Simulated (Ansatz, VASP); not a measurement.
# CePb in two plane-wave programs, part 2 of 2

Aim: how closely do two programs agree when they are given the same cell, functional and k mesh? The cell is invented: As first built, before any earlier steps moved the atoms (in the runner's words): it takes the DyZr structure with all of its atoms replaced by other elements, volume scaled by an estimate. It may not be a known or stable phase. The cell is taken from a series of VASP runs on this material, whose earlier steps may have relaxed, scaled or displaced it; both programs get it as it stands.

VASP 6.6.1 and Ansatz 0.2.0.

So far: The starting structure; VASP: zone-centre phonons, PBEsol with D3(BJ).

In doubt: a part-filled 4f shell, where there is one, can sit in one of many states, so energies may not be the lowest and differences between runs may mislead; derivatives with an open 4f shell can jump between states, which bears on forces and vibrations.

### 3. Ansatz: zone-centre phonons, PBEsol with D3(BJ)

Level of this step: Ansatz beside VASP: Kohn-Sham DFT, plane waves, PBEsol with D3(BJ) (Ansatz).

Ansatz runs on its default PAW (the set named soft_2) files.

The same cell, functional, mesh and smearing now go to Ansatz, which takes its cutoff from its data sets.

Contents of input.yaml:

```yaml
crystal:
  lattice:
    - [3.2571434568, 0.0, 0.0]
    - [-1.6285717284, 2.8207693796, 0.0]
    - [0.0, 0.0, 5.5187127476]
  atoms:
    - { symbol: Pb, position: [0.66666667, 0.33333333, 0.0], spin: -0.002 }
    - { symbol: Ce, position: [0.0, 0.0, 0.5], spin: 0.297 }
hamiltonian:
  xc: pbesol
  pseudopotentials: { kind: paw }
  dispersion: d3bj
magnetization:
  spin_polarized: true
kpoints:
  mp_grid: { grid: [9, 9, 5] }
scf:
  occupations: { method: methfessel_paxton, width: 0.2 }
phonons:
  method: dfpt
  qpoints: [[0, 0, 0]]
```

Started as:

```console
$ ansatz run input.yaml --threads 4 --pin off --max-ram 9216MiB --backend cpu --events-out ev --progress --plain --runs-dir out
```

Numbers of over 12 decimals in the logs are rounded to 6 here.

Output:

```text
Warning: where an SCF of this run starts from atoms to list the orders of its open shells, Ce (site 1, from 0) starts with 0.97 μB on its 4f shell, in the place of the 0.30 μB that the deck gives it: an open f shell starts with all that it can hold by Hund's first rule. To start from spheres of the given moment, type scf.initial_density.shell_occupations: []
band count auto-derived: 23 (N_el = 26.0; filled up to band 13; 18 by the electrons, moments and atoms)
zone centre: on kpoints.mp_grid the ground state, and the responses unless they are solved on pairs of k-points, stand on 75 of the mesh's 405 k-points, reduced under 4 symmetry operations, with k and −k counted as one. Each operation leaves every solved displacement unchanged or reverses it
Engine: ansatz 0.2.0, aarch64-unknown-linux-gnu
Pseudopotentials: kind: paw
Pseudopotential: Pb, paw, valence charge 14, recommended cutoff 420 eV (normal), Pb.paw.azcp
Pseudopotential: Ce, paw, valence charge 12, recommended cutoff 420 eV (normal), Ce.paw.azcp
Functional definition: PBEsol
  exchange = pbesol_x
  correlation = pbesol_c
Crystal: 2 atoms, lattice volume = 50.704 Å³
Basis set: ecut = 420 eV, 1015 PW (Γ), exchange–correlation on 48×48×80 points (8 copies of the dense FFT grid, shifted against one another)
Bands: 23, of which v1, the nominal top of the filled ones, is band 13 counted from 1 (12 counted from 0)
Symmetry: 12 space group operations
Space group: P-6m2 (ITA 187), of the structure as read, at distance tolerance 3.7e-5 Å
Magnetic group: BNS 187.209 (UNI 1439), of the structure as read, at distance tolerance 3.7e-5 Å
k-points: 36 of 405 (time reversal used)
Non-local potential: Pb, projectors of the file, l = 0: 2, l = 1: 2, l = 2: 2, l = 3: 2
Non-local potential: Ce, projectors of the file, l = 0: 3, l = 1: 2, l = 2: 2, l = 3: 3
PAW form: soft (Blöchl's): semilocal exchange-correlation on the pseudo side does not see the compensation charge
PAW frozen core: Pb, regenerated for the run's functional, and the local potential with it (the file was generated under x = pbe(κ = 0.804, μ = 0.219515), c = pbe(β = 0.066725))
PAW frozen core: Ce, regenerated for the run's functional, and the local potential with it (the file was generated under x = pbe(κ = 0.804, μ = 0.219515), c = pbe(β = 0.066725))
PAW one-centre angular grid: Pb, 590 points (default); XC on 64 Gauss nodes
PAW one-centre angular grid: Ce, 590 points (default); XC on 64 Gauss nodes
Initial density: superposition of atomic densities (chi_scale 0.1, normalization cell, long waves kept (reshape's long-wave potential 0.01 eV rms))
Starting moments: Σ|m| = 0.299 μB on 2 of 2 sites
Initial wavefunctions: pseudopotential atomic-orbital guess
Functional: x = pbesol(κ = 0.804, μ = 0.123457), c = pbesol(β = 0.046)
SCF 1 converged in 24 iterations: F = -18241.414652 eV  dr2 = 1.33e-12
  greatest PAW one-centre occupation: 0.979 electrons in one spin orbital (limit 2), on the Ce atom at site 1 (counted from 0), in its partial waves of l = 0
Initial density: read from a saved state, or passed on in memory by an earlier SCF of this step, an earlier step, the calling program or the single point that the run made first
Starting moments: Σ|m| = 0.299 μB on 2 of 2 sites; this step starts from the density that it was given
Initial wavefunctions: those read from a saved state, or passed on in memory by an earlier step or the calling program
SCF 2 converged in 4 iterations: F = -18241.493462 eV  dr2 = 6.64e-5
band count auto-derived: 23, from the close of a first SCF at 17 (N_el = 26.0; filled up to band 13; 17 by the electrons, moments and atoms)
k-points: 75 of 405 (irreducible under 4 space group operations, time reversal used)
Stability of the state it starts from, as read at its close in the collinear treatment: not read, because cold or Methfessel-Paxton smearing, or corrected tetrahedra, fill the levels in a way that the test cannot read (fill_not_monotonic); its run was given moments
iter 1 solved again at ethr=2.21e-8 eV; its pass at ethr=3.10e-3 eV (dr2=5.74e-6 eV) is discarded
SCF iter   1: F=—  HF=-18241.414654 eV  |F-HF|=—  |Δ(HF+E_count)|=         —  Δρ=4.04e-7 (↑4.04e-7 ↓4.04e-7)  dr2=4.59e-10  dr2_m=0.00e0  M=0.000 μB ∫|m|=0.000 μB  β_m=0.30  ethr=2.21e-8  ⟨swp⟩=3.5  Hψ=13604  notcnv=0
preconditioner: auto → Kerker (q_TF=auto, 2.441 Å⁻¹)  [metal: Δε(μ)=0.026 eV  Ē_g=13.810 eV  σ=0.200 eV  W_gap=0.11  n_scr=10 (ndim 8)  ℏωp=25.5 eV  f_vac=0.003  D(μ)=4.98/eV (n_scr^D=66)]
spin=Collinear: Kerker preconditioning applied to the charge; magnetization (m = ρ↑ − ρ↓) channel mixes plain (no charge-response kernel on spin).
SCF iter   2: F=—  HF=-18241.414652 eV  |F-HF|=—  |Δ(HF+E_count)|=   2.13e-6  S|Δr|=    0.00e0  Δρ=6.21e-7 (↑6.21e-7 ↓6.21e-7)  dr2=8.33e-10  dr2_m=0.00e0  M=0.000 μB ∫|m|=0.000 μB  β_m=0.30  ethr=1.77e-12  ⟨swp⟩=3.3  Hψ=3997  notcnv=0
SCF iter   3: F=—  HF=-18241.414652 eV  |F-HF|=—  |Δ(HF+E_count)|=  6.91e-11  S|Δr|=    0.00e0  Δρ=2.40e-7 (↑2.40e-7 ↓2.40e-7)  dr2=1.27e-10  dr2_m=0.00e0  M=0.000 μB ∫|m|=0.000 μB  β_m=0.46  ethr=1.77e-12  ⟨swp⟩=1.0  Hψ=1728  notcnv=0
SCF iter   4: F=-18241.414652 eV  HF=-18241.414652 eV  |F-HF|=3.64e-12  |Δ(HF+E_count)|=  1.09e-11  S|Δr|=    0.00e0  Δρ=5.91e-8 (↑5.91e-8 ↓5.91e-8)  dr2=8.78e-12  dr2_m=0.00e0  M=0.000 μB ∫|m|=0.000 μB  ethr=1.00e-12  ⟨swp⟩=5.4  Hψ=8137  notcnv=0
SCF 3 converged in 4 iterations: F = -18241.414652 eV  dr2 = 8.78e-12
this state was not tested for a lower state beside it, because cold or Methfessel-Paxton smearing, or corrected tetrahedra, fill the levels in a way that the test cannot read (fill_not_monotonic; see scf.lower_state_search)
DFPT response loops at Γ: preconditioner auto → Kerker (q_TF=auto, 2.441 Å⁻¹) (partly filled bands, converged f_vac=0.003); β = 1.00, the filter's whole step (`scf.mixing.beta` (0.30) is not read by the response loops under this deck's `scf.mixing.preconditioner`; to damp them name `kerker` or `kerker_dos`, under which they read `scf.mixing.beta`, and type it under 1.00, their step now; both keys bind the ground state too); Broyden in place of MSR1
SCF converged after 4 iterations
Magnetization: 0.0000 μB (13.0000 up, 13.0000 down)
Absolute magnetization: 0.0000 μB (∫|ρ↑−ρ↓|)
Spin contamination: 0.0000 ħ² per cell (⟨S²⟩ above its minimum at these occupations)
Per-site moments (μB) at R_I (Å): [(0.0, 1.343572), (0.0, 1.343572)]
Free energy (F): -18241.414652 eV
Harris-Foulkes:  -18241.414652 eV  (|F-HF|=3.64e-12)
Internal energy: -18241.420555 eV  (E = F + TS)
E sigma→0 (E₀):  -18241.416128 eV
Entropy (-TS):   0.005903 eV (2.952 meV/atom)
Fermi energy:    15.285995 eV
--- Per-component energies (eV) ---
  E_band       = 31.294354
  E_kinetic    = 668.687659
  E_local      = -1206.580950  (includes V_loc(G=0)·N_el)
  E_nonlocal   = 311.361232
  E_hartree    = 473.818655
  E_xc         = -443.200974
  E_vxc        = -383.475256  (∫ρ·V_xc dr)
  E_paw        = -15647.510819  (= ΣΔE_a)
  E_vpaw       = -306.335702  (= ΣTr[D̂ρ^β])
  E_aug_tail   = 0.000046  (compensation charges beyond the density's cutoff)
  E_ewald      = -2397.074844
  E_disp       = -1.208971  (pairwise vdW)
  E_core_change = 0.288412  (= ΣΔE_core)
  E_smearing   = 0.005903  (= −TS)
  E_closure    = 0.000000  (closes the sum)
  Σ components = -18241.414652   (vs F -18241.414652, Δ=0.00e0)
--- Band table (eV; the first three rows and the last of 150) ---
  k-point 0 ↑: bands = [... 9 lower, 3.8998, 13.8402, 13.8430, 15.2419, 15.5460, 15.7874, 15.7874, 15.9862, ... 6 higher]
  k-point 1 ↑: bands = [... 9 lower, 4.1806, 12.6369, 14.2700, 15.2401, 15.4941, 15.7758, 15.7758, 15.9911, ... 6 higher]
  k-point 2 ↑: bands = [... 9 lower, 4.6920, 11.4301, 14.3578, 15.2359, 15.4561, 15.7590, 15.7590, 15.9972, ... 6 higher]
  k-point 74 ↓: bands = [... 9 lower, 6.9454, 13.5902, 14.0044, 14.9519, 15.2566, 15.5476, 15.8070, 15.9293, ... 6 higher]
--- Phonons (Γ-DFPT): 4 representative perturbations + reference, on 75 of 405 k-points (Σ response iterations 12) ---
  k mesh reduced under 4 symmetry operations, with k and −k counted as one. Each operation leaves every solved displacement unchanged or reverses it
  ASR residual: 1.153e-4 → 0.000e0 eV/Å²; symmetrization residual: 1.352e-5 eV/Å²
  pairwise dispersion correction: d3bj (s6 = 1.0, s8 = 2.9491, a1 = 0.4466, a2_bohr = 6.1742), with the weights of each atom's references fixed at the reference crystal's, and the forces and stress that the weights' published response gives there kept as a pressure on the atom's counted neighbours (hamiltonian.dispersion)
  ASR residual per site (eV/Å²): 1.02e-5 1.15e-4
  Γ frequencies (cm⁻¹): 0.00 0.00 0.00 54.57 54.57 152.04
  non-analytic LO–TO correction: not included (Born effective charges unavailable; polar crystals: no LO–TO splitting at Γ)
--- Phonons (arbitrary-q DFPT): 1 explicit q-point ---
  q = [0, 0, 0] (of the zone-centre solve; hermiticity 3.80e-6, symmetrization 1.90e-13): -0.00 -0.00 0.00 54.57 54.57 152.04
  sum rule: each row above includes the acoustic sum rule's correction from the zone centre's row sums; it moved no ω² by more than (0.47 cm⁻¹)²
```

Wall time 26 s (4 threads of Arm Neoverse V2, shared host); peak memory 0.81 GiB.

The column dr2 measures how far the density is from self-consistency, as an energy; F and HF (Harris–Foulkes) agree once it is small.

### 4. Side by side

Known differences besides the potentials themselves: the cutoff is 420 eV in Ansatz and 400 eV in VASP; Ansatz makes its cores anew for this functional, VASP keeps those of its PBE data sets; VASP leaves aspherical gradient terms in its spheres out (LASPH is not set), Ansatz keeps them; Ansatz takes the dispersion share of the force constants at frozen C6 weights, VASP differentiates the full forces; VASP uses finite displacements, Ansatz perturbation theory. Total energies have different zeros and are not compared.

Compared:

```
                  quantity  Ansatz   VASP  difference
optical mode 1 to 2 (cm⁻¹)    54.6   54.6     -0.08 %
     optical mode 3 (cm⁻¹)   152.0  151.8     +0.15 %
```

Modes are paired by rising frequency and degeneracy, not by their patterns, so a pair may still set unlike modes beside each other.

### 5. Results

```
r.m.s. difference of the optical zone-centre modes, each program's sorted by frequency (zone-centre phonons, PBEsol with D3(BJ)) : 0.14 cm⁻¹
```

The r.m.s. difference of the optical zone-centre modes, each program's sorted by frequency is 0.14 cm⁻¹ (zone-centre phonons, PBEsol with D3(BJ)). How closely two codes agree says nothing of how well the functional describes the real material.

[Lines on the potential files, build, host, timing and source positions are cut from VASP's logs without a mark.]

[Logs are printed without paths, hosts, clocks, repeated set-up lines and the standing remarks that a program may print on its own settings, such as how far it seeks lower states.]

[Hosts, paths, dates, database ids (printed as entryN), source tags and the programs' standing remarks are cut or masked in the printed files.]
